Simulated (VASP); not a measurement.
```
BaTe
1.0
    0.00000     3.50539     3.50539
    3.50539     0.00000     3.50539
    3.50539     3.50539     0.00000
Ba Te
1 1
Direct
  0.00000   0.00000   0.00000
  0.50000   0.50000   0.50000
```

Level of theory: TPSS meta-GGA, VASP's PBE PAW potentials (set 64) (plane waves; VASP 6.6.1). Run with 520 eV cut-off, 7×7×7 Γ-centred mesh, Gaussian smearing of 0.050 eV, potentials Ba_sv Te.

### Question
Estimate the energy per atom (σ→0).

### Answer

```json
{
 "energy per atom (σ→0)": "-12.202 eV/atom"
}
```

The compound is BaTe in the rock salt structure. This cell is one point of a volume scan, at 0.97 of the reference volume.
